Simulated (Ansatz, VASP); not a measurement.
## Ba (Barium): VASP beside Ansatz

Wanted: the spread between two codes on one cell, functional and k mesh.

Method: plane waves, with VASP 6.6.1 beside it; single point at PBE, in Ansatz 0.2.0.

The database entry behind the starting cell differs from later determinations by our own check (0.1 to 0.3 % short, probably kX units), so it need not match the best structure at ambient conditions.

## Step 1: The starting structure

The structure is cubic, space group Im-3m (No. 229). The conventional cell has a = 5.013 Å, b = 5.013 Å, c = 5.013 Å, α = 90.00°, β = 90.00°, γ = 90.00°. Nearest to Ba lie 8 Ba at 4.34 Å.

## Step 2: Ansatz: single point, PBE

Ansatz runs on its default PAW (the set named soft_2) files.

With cell and atoms fixed, the geometry can't cause a difference; cores, projectors, grids and the points listed under the comparison can.

input.yaml

```yaml
crystal:
  lattice:
    - [-2.5065, 2.5065, 2.5065]
    - [2.5065, -2.5065, 2.5065]
    - [2.5065, 2.5065, -2.5065]
  atoms:
    - { symbol: Ba, position: [0.0, 0.0, 0.0] }
hamiltonian:
  xc: pbe
  pseudopotentials: { kind: paw }
kpoints:
  mp_grid: { grid: [6, 6, 6] }
scf:
  occupations: { method: fermi_dirac, width: 0.05 }
  n_extra_bands: 4
output:
  forces: true
  stress: true
  eigenvalues: true
  write_density: true
  write_potential: true
  elf: true
  volumetric_format: npy
```

On the command line:

```sh
> ansatz run input.yaml --threads 2 --pin off --max-ram 4608MiB --backend cpu --events-out ev --progress --plain --runs-dir out
```

Numbers of over 12 decimals in the logs are rounded to 6 here.

The program printed:

```text
scf.n_extra_bands = 4 over 5 filled bands (N_el = 10.0): the run solves 9 bands
Engine: ansatz 0.2.0, x86_64-unknown-linux-gnu
Pseudopotentials: kind: paw
Pseudopotential: Ba, paw, valence charge 10, recommended cutoff 420 eV (normal), Ba.paw.azcp
Functional definition: PBE
  parameter kappa = 0.804
  parameter beta = 0.066725
  exchange = pbe_x(kappa = kappa, mu = beta*pi^2/3)
  correlation = pbe_c(beta = beta)
Crystal: 1 atoms, lattice volume = 62.989 Å³
Basis set: ecut = 420 eV, 1253 PW (Γ), exchange–correlation on 60×60×60 points (8 copies of the dense FFT grid, shifted against one another)
Bands: 9, of which v1, the nominal top of the filled ones, is band 5 counted from 1 (4 counted from 0)
Symmetry: 48 space group operations
Space group: Im-3m (ITA 229), of the structure as read, at distance tolerance 4.0e-5 Å
k-points: 16 of 216
Non-local potential: Ba, projectors of the file, l = 0: 3, l = 1: 2, l = 2: 2, l = 3: 2
PAW form: soft (Blöchl's): semilocal exchange-correlation on the pseudo side does not see the compensation charge
PAW one-centre angular grid: Ba, 194 points (default); XC on 64 Gauss nodes
Initial density: superposition of atomic densities (neutral atoms: chi_scale 0, normalization atom), corrected by the library's trained network
Initial wavefunctions: pseudopotential atomic-orbital guess
Functional: x = pbe(κ = 0.804, μ = 0.219515), c = pbe(β = 0.066725)
SCF iter   1: F=—  HF=-5949.538523 eV  |F-HF|=—  |Δ(HF+E_count)|=         —  Δρ=1.11e-3  dr2=1.28e-3  ethr=1.77e-3  ⟨swp⟩=7.4  Hψ=1381  notcnv=0
preconditioner: auto → Kerker (q_TF=auto, 2.008 Å⁻¹)  [metal: Δε(μ)=0.039 eV  Ē_g=2.783 eV  σ=0.050 eV  W_gap=0.19  n_scr=12 (ndim 8)  ℏωp=6.6 eV  f_vac=0.000  D(μ)=1.72/eV (n_scr^D=12)]
SCF iter   2: F=—  HF=-5949.538691 eV  |F-HF|=—  |Δ(HF+E_count)|=   1.67e-4  Δρ=7.51e-4  dr2=6.11e-4  ethr=1.28e-5  ⟨swp⟩=2.6  Hψ=335  notcnv=0
SCF iter   3: F=—  HF=-5949.538652 eV  |F-HF|=—  |Δ(HF+E_count)|=   3.84e-5  Δρ=1.23e-4  dr2=1.33e-5  ethr=6.11e-6  ⟨swp⟩=2.2  Hψ=221  notcnv=0
SCF iter   4: F=—  HF=-5949.538652 eV  |F-HF|=—  |Δ(HF+E_count)|=   2.22e-7  Δρ=5.61e-5  dr2=1.40e-6  ethr=1.33e-7  ⟨swp⟩=2.0  Hψ=216  notcnv=0
iter 5 did not close the SCF: its close was put off for the readings that it lacked (scf_convergence_deferred on its scf_iter line)
SCF iter   5: F=-5949.538653 eV  HF=-5949.538653 eV  |F-HF|=4.33e-8  |Δ(HF+E_count)|=   1.45e-6  Δρ=7.86e-6  dr2=4.07e-8  ethr=1.40e-8  ⟨swp⟩=3.0  Hψ=215  notcnv=0
SCF iter   6: F=-5949.538653 eV  HF=-5949.538653 eV  |F-HF|=2.16e-9  |Δ(HF+E_count)|=   4.68e-8  Δρ=1.67e-6  dr2=2.27e-9  ethr=4.07e-10  ⟨swp⟩=6.1  Hψ=810  notcnv=0
SCF 1 converged in 6 iterations: F = -5949.538653 eV  dr2 = 2.27e-9
  greatest PAW one-centre occupation: 0.959 electrons in one spin orbital (limit 2), on the Ba atom at site 0 (counted from 0), in its partial waves of l = 0
SCF converged after 6 iterations
Free energy (F): -5949.538653 eV
Harris-Foulkes:  -5949.538653 eV  (|F-HF|=2.16e-9)
Internal energy: -5949.524536 eV  (E = F + TS)
E sigma→0 (E₀):  -5949.531595 eV
Entropy (-TS):   -0.014117 eV (-14.117 meV/atom)
Fermi energy:    5.861566 eV
--- Per-component energies (eV) ---
  E_band       = -84.906713
  E_kinetic    = 166.416632
  E_local      = -376.958738  (includes V_loc(G=0)·N_el)
  E_nonlocal   = 57.086281
  E_hartree    = 118.945995
  E_xc         = -166.513339
  E_vxc        = -133.576770  (∫ρ·V_xc dr)
  E_paw        = -5225.823613  (= ΣΔE_a)
  E_vpaw       = -35.766130  (= ΣTr[D̂ρ^β])
  E_aug_tail   = -0.000002  (compensation charges beyond the density's cutoff)
  E_ewald      = -522.677753
  E_smearing   = -0.014117  (= −TS)
  E_closure    = 0.000000  (closes the sum)
  Σ components = -5949.538653   (vs F -5949.538653, Δ=0.00e0)
--- Forces (eV/Å), atoms counted from 1 ---
  atom   1  Ba     0.00000000    -0.00000000     0.00000000
  max |Σ_I F_I| component: 4.93e-31 eV/Å
--- Stress (GPa, compression-positive) ---
        0.126970       0.000000      -0.000000
       -0.000000       0.126970      -0.000000
        0.000000      -0.000000       0.126970
  P = ⅓ Tr σ = 0.1270 GPa (1.270 kbar)
--- Band table (eV; the first three rows and the last of 16) ---
  k-point 0: bands = ["-23.0355", "-7.9868", "-7.9868", "-7.9868", "3.0945", "7.6737", "7.6737", "7.6737", "9.0708"]
  k-point 1: bands = ["-23.0248", "-8.1085", "-8.0246", "-7.9876", "3.5885", "7.2945", "7.3348", "8.1666", "8.6998"]
  k-point 2: bands = ["-23.0031", "-8.3381", "-8.0985", "-7.9892", "4.6034", "6.7500", "6.7814", "8.9953", "9.1896"]
  k-point 15: bands = ["-22.9600", "-8.3060", "-8.3060", "-8.3060", "5.2949", "5.2949", "9.8625", "9.8625", "9.8625"]
```

It took 1 s on 2 threads of Intel Xeon Platinum 8488C (Sapphire Rapids), shared host; peak memory 0.31 GiB; 1 s of CPU time.

The run ends at a pressure of 0.13 GPa.

## Step 3: VASP: single point, PBE

The same cell, functional, mesh and smearing now go to VASP, with its own data sets and cutoff.

Lines of VASP's logs that name or quote its potential files are left out, and so is its time.

INCAR

```
SYSTEM = Ba
PREC = Accurate
ENCUT = 400
EDIFF = 1E-06
NELM = 100
ISMEAR = -1
SIGMA = 0.05
LREAL = .FALSE.
ALGO = Normal
GGA = PE
NBANDS = 11
LORBIT = 11
LWAVE = .FALSE.
LCHARG = .FALSE.
KPAR = 2
ISIF = 2
```

POSCAR

```
Ba
1.0
   -2.5065000000      2.5065000000      2.5065000000
    2.5065000000     -2.5065000000      2.5065000000
    2.5065000000      2.5065000000     -2.5065000000
Ba
1
Direct
    0.0000000000      0.0000000000      0.0000000000
```

KPOINTS

```
Automatic mesh
0
Gamma
6 6 6
0 0 0
```

PAW data sets: Ba_sv (PBE family, release 64).

On the command line:

```sh
> mpirun -np 2 vasp_std
```

The program printed:

```text
[banner, memory and clock lines left out]
running    2 mpi-ranks, on    1 nodes
 distrk:  each k-point on    1 cores,    2 groups
 distr:  one band on    1 cores,    1 groups

 POSCAR found type information on POSCAR Ba
 POSCAR found :  1 types and       1 ions
 LDA part: xc-table for (Slater+PW92), standard interpolation
 POSCAR, INCAR and KPOINTS ok, starting setup
 FFT: planning ... GRIDC
 FFT: planning ... GRID_SOFT
 FFT: planning ... GRID
 WAVECAR not read
 entering main loop
       N       E                     dE             d eps       ncg     rms          rms(c)
DAV:   1     0.522587318489E+02    0.52259E+02   -0.35990E+03   360   0.590E+02
DAV:   2     0.546872822357E+00   -0.51712E+02   -0.50737E+02   440   0.128E+02
DAV:   3    -0.183994033790E+01   -0.23868E+01   -0.23760E+01   447   0.283E+01
DAV:   4    -0.190322453764E+01   -0.63284E-01   -0.63156E-01   480   0.447E+00
DAV:   5    -0.190515043619E+01   -0.19259E-02   -0.19256E-02   444   0.588E-01    0.162E+00
DAV:   6    -0.190518665510E+01   -0.36219E-04   -0.37119E-03   439   0.539E-01    0.964E-01
DAV:   7    -0.190594024546E+01   -0.75359E-03   -0.61869E-03   394   0.779E-01    0.443E-02
DAV:   8    -0.190614443274E+01   -0.20419E-03   -0.36538E-04   531   0.107E-01    0.362E-02
DAV:   9    -0.190615549524E+01   -0.11062E-04   -0.81876E-06   420   0.247E-02    0.581E-03
DAV:  10    -0.190615680561E+01   -0.13104E-05   -0.43192E-06   422   0.125E-02    0.187E-03
DAV:  11    -0.190615685336E+01   -0.47747E-07   -0.54301E-07   241   0.639E-03
   1 F= -.19061569E+01 E0= -.18992433E+01  d E =-.138272E-01
```

Parts of OUTCAR (step 3):

```text
ion  position               nearest neighbor table
   1  0.000  0.000  0.000-

  LATTYP: Found a body centered cubic cell.
 ALAT       =     5.0130000000

 Subroutine GETGRP returns: Found 48 space group operations
 (whereof 48 operations were pure point group operations)

The static configuration has the point symmetry O_h .

 Found     16 irreducible k-points:

   k-points           NKPTS =     16   k-points in BZ     NKDIM =     16   number of bands    NBANDS=     11

   dimension x,y,z NGX =    28 NGY =   28 NGZ =   28
   dimension x,y,z NGXF=    56 NGYF=   56 NGZF=   56

   ENCUT  =  400.0 eV  29.40 Ry    5.42 a.u.   7.08  7.08  7.08*2*pi/ulx,y,z

   NELECT =      10.0000    total number of electrons

 k-points in reciprocal lattice and weights: Automatic mesh
   0.00000000  0.00000000  0.00000000       0.005
   0.16666667  0.00000000  0.00000000       0.056
   0.33333333  0.00000000  0.00000000       0.056
   0.50000000  0.00000000  0.00000000       0.028
   0.16666667  0.16666667  0.00000000       0.111
   0.33333333  0.16666667 -0.00000000       0.222
   0.33333333  0.33333333  0.00000000       0.037
   0.16666667  0.16666667  0.16666667       0.037
   0.33333333  0.16666667  0.16666667       0.056
[...]
0.50000000  0.50000000  0.33333333       0.056
   0.50000000  0.50000000  0.50000000       0.005

 average (electrostatic) potential at core
       1 -39.4290

 E-fermi :   1.6760

 k-point     1 :       0.0000    0.0000    0.0000
  band No.  band energies     occupation
      1     -27.2411      2.00000
      2     -12.1902      2.00000
      3     -12.1902      2.00000
      4     -12.1902      2.00000
      5      -1.1043      2.00000
      6       3.4775      0.00000
      7       3.4775      0.00000
      8       3.4775      0.00000
      9       4.8764      0.00000
     10       4.8764      0.00000
    ...

 k-point     2 :       0.1667    0.0000    0.0000
  band No.  band energies     occupation
      1     -27.2303      2.00000
      2     -12.3118      2.00000
      3     -12.2279      2.00000
      4     -12.1909      2.00000
      5      -0.6094      2.00000
      6       3.1116      0.00000
      7       3.1707      0.00000
      8       4.0006      0.00000
      9       4.5426      0.00000
     10       4.8703      0.00000
    ...

 k-point     3 :       0.3333    0.0000    0.0000
  band No.  band energies     occupation
      1     -27.2087      2.00000
      2     -12.5412      2.00000
      3     -12.3017      2.00000
      4     -12.1925      2.00000
      5       0.4074      2.00000
      6       2.5610      0.00000
      7       2.6137      0.00000
      8       4.8135      0.00000
      9       5.0915      0.00000
     10       5.4499      0.00000
    ...

  Total        0.0694446      0.0694446      0.0694446      0.0000000      0.0000000      0.0000000
  in kB        1.7663874      1.7663874      1.7663874      0.0000000      0.0000000      0.0000000
  external PRESSURE =       1.7663874 kB  Pullay stress =       0.0000000 kB

  energy-cutoff  :      400.00
  volume of cell :       62.99
      direct lattice vectors                 reciprocal lattice vectors
    -2.506500000  2.506500000  2.506500000     0.000000000  0.199481348  0.199481348
     2.506500000 -2.506500000  2.506500000     0.199481348  0.000000000  0.199481348
     2.506500000  2.506500000 -2.506500000     0.199481348  0.199481348  0.000000000

 POSITION                                       TOTAL-FORCE (eV/Angst)
 -----------------------------------------------------------------------------------
      0.00000      0.00000      0.00000         0.000000      0.000000      0.000000
 -----------------------------------------------------------------------------------
    total drift:                               -0.000000     -0.000000     -0.000000

  FREE ENERGIE OF THE ION-ELECTRON SYSTEM (eV)
  ---------------------------------------------------
  free  energy   TOTEN  =        -1.9061568534 eV

  energy  without entropy=       -1.8923296508  energy(sigma->0) =       -1.89924325

 total charge
# of ion       s       p       d       tot
------------------------------------------
    1        2.068   5.552   0.272   7.892

[... 3 further parts left out ...]
```

The run ends at a pressure of 0.18 GPa.

## Step 4: Differences

Known differences besides the potentials themselves: the cutoff is 420 eV in Ansatz and 400 eV in VASP; VASP leaves aspherical gradient terms in its spheres out (LASPH is not set), Ansatz keeps them. Total energies have different zeros and are not compared.

The two programs side by side:

```tsv
quantity	Ansatz	VASP	difference
pressure (GPa)	0.13	0.18	-0.05
```

## Step 5: Summary of results

```
difference in pressure (single point, PBE) : -0.050 GPa
```

In words: The difference in pressure is -0.050 GPa (single point, PBE), within the 1 GPa picked in this series as the mark of a large difference. How closely two codes agree says nothing of how well the functional describes the real material.

[Lines on the potential files, build, host, timing and source positions are cut from VASP's logs without a mark.]

[Logs are printed without paths, hosts, clocks, repeated set-up lines and the standing remarks that a program may print on its own settings, such as how far it seeks lower states.]

[Hosts, paths, dates, database ids (printed as entryN), source tags and the programs' standing remarks are cut or masked in the printed files.]
